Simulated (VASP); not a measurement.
Hf (hcp): the lattice constant c from VASP (plane waves, PAW) at several levels of theory. Static lattice. The measured value holds thermal and zero-point effects that the static calculation lacks.

| level | lattice constant c (Å) | error against measurement |
|---|---|---|
| LDA | 4.955 | -1.9 % |
| PBE | 5.055 | +0.1 % |
| PBEsol | 4.993 | -1.2 % |
| revPBE | 5.085 | +0.7 % |
| PW91 | 5.054 | +0.1 % |
| PBE-D3 (zero damping) | 5.010 | -0.8 % |
| optB86b-vdW | 5.018 | -0.7 % |
| vdW-DF2 | 5.132 | +1.6 % |
| vdW-DF-cx | 5.002 | -1.0 % |
| r2SCAN | 5.031 | -0.4 % |

Measured: 5.051 Å at 293 K (as given by Wikipedia, Hafnium (infobox)).

The cell of the LDA run:

Space group P6₃/mmc (No. 194); a = b = 3.119 Å, c = 4.955 Å, α = β = 90.00°, γ = 120.00°

```
atom  site  symmetry       x       y       z
----  ----  --------  ------  ------  ------
Hf      2c      -6m2  0.3333  0.6667  0.2500
```

Only levels that ran to the end are used. Left out are those held back, those with too coarse a band path, GW runs whose mesh misses a band edge, hybrids' fits of cells that aren't cubic and levels without matching references; a question may draw on a part of the rest.

The compound is Hf in the hcp structure.
